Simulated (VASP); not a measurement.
An input for Ansatz (written as the equivalent of a VASP run, and not itself run):

Ansatz 0.2 input:
```yaml
crystal:
  lattice:
    - [3.6074800, 0.0000000, 0.0000000]
    - [0.0000000, 5.1017480, 0.0000000]
    - [0.0000000, 0.0000000, 24.8537000]
  atoms:
    - { symbol: Cu, position: [0.0000000, 0.6250000, 0.3727730] }
    - { symbol: Cu, position: [0.5000000, 0.3750000, 0.3218840] }
    - { symbol: Cu, position: [0.0000000, 0.1250000, 0.3727730] }
    - { symbol: Cu, position: [0.5000000, 0.8750000, 0.3218840] }
    - { symbol: Cu, position: [0.0000000, 0.1250000, 0.4745530] }
    - { symbol: Cu, position: [0.5000000, 0.8750000, 0.4236630] }
    - { symbol: Cu, position: [0.0000000, 0.6250000, 0.4745530] }
    - { symbol: Cu, position: [0.5000000, 0.3750000, 0.4236630] }
    - { symbol: Cu, position: [0.0000000, 0.6250000, 0.5763330] }
    - { symbol: Cu, position: [0.5000000, 0.3750000, 0.5254430] }
    - { symbol: Cu, position: [0.0000000, 0.1250000, 0.5763330] }
    - { symbol: Cu, position: [0.5000000, 0.8750000, 0.5254430] }
    - { symbol: Cu, position: [0.0000000, 0.1250000, 0.6781160] }
    - { symbol: Cu, position: [0.5000000, 0.8750000, 0.6272270] }
    - { symbol: Cu, position: [0.0000000, 0.6250000, 0.6781160] }
    - { symbol: Cu, position: [0.5000000, 0.3750000, 0.6272270] }
kpoints:
  mp_grid: { grid: [5, 3, 1] }
hamiltonian:
  xc: pbesol
  pseudopotentials: { kind: paw }
scf:
  occupations: { method: methfessel_paxton, width: 0.3 }
  max_iter: 100
output: { forces: true, stress: true, eigenvalues: true }
```

Translate this input to VASP (INCAR, KPOINTS, POSCAR, choice of POTCAR).

One answer among several that fit: 
**INCAR**
```
SYSTEM = Cu
PREC = Accurate; ENCUT = 300; LREAL = Auto
LASPH = .True.
EDIFF = 1E-6; NELM = 100; ALGO = Normal
LMAXMIX = 4
ISMEAR = 1; SIGMA = 0.3
GGA = PS
ISIF = 2
LWAVE = .False.; LCHARG = .False.
```

### POSCAR
```
Cu
1
    3.6074800000     0.0000000000     0.0000000000
    0.0000000000     5.1017480000     0.0000000000
    0.0000000000     0.0000000000    24.8537000000
Cu
16
Direct
  0.0000000000   0.6250000000   0.3727730000
  0.5000000000   0.3750000000   0.3218840000
  0.0000000000   0.1250000000   0.3727730000
  0.5000000000   0.8750000000   0.3218840000
  0.0000000000   0.1250000000   0.4745530000
  0.5000000000   0.8750000000   0.4236630000
  0.0000000000   0.6250000000   0.4745530000
  0.5000000000   0.3750000000   0.4236630000
  0.0000000000   0.6250000000   0.5763330000
  0.5000000000   0.3750000000   0.5254430000
  0.0000000000   0.1250000000   0.5763330000
  0.5000000000   0.8750000000   0.5254430000
  0.0000000000   0.1250000000   0.6781160000
  0.5000000000   0.8750000000   0.6272270000
  0.0000000000   0.6250000000   0.6781160000
  0.5000000000   0.3750000000   0.6272270000
```

### KPOINTS
```
kpoints
0
Gamma
  5 3 1
0 0 0
```

POTCAR, in this order: Cu (PBE.64 set). Program: vasp_std.

The two are equivalent in intent, not identical: each code has its own PAW files, so the cut-off isn't converted (ENCUT is set for VASP's; basis.ecutwfc is left out, and Ansatz then takes the one that its files recommend); Ansatz stops its SCF on the density residual and VASP on the energy change (EDIFF).

The cell is a sheet with vacuum, built from a database entry that may be metastable or hypothetical.
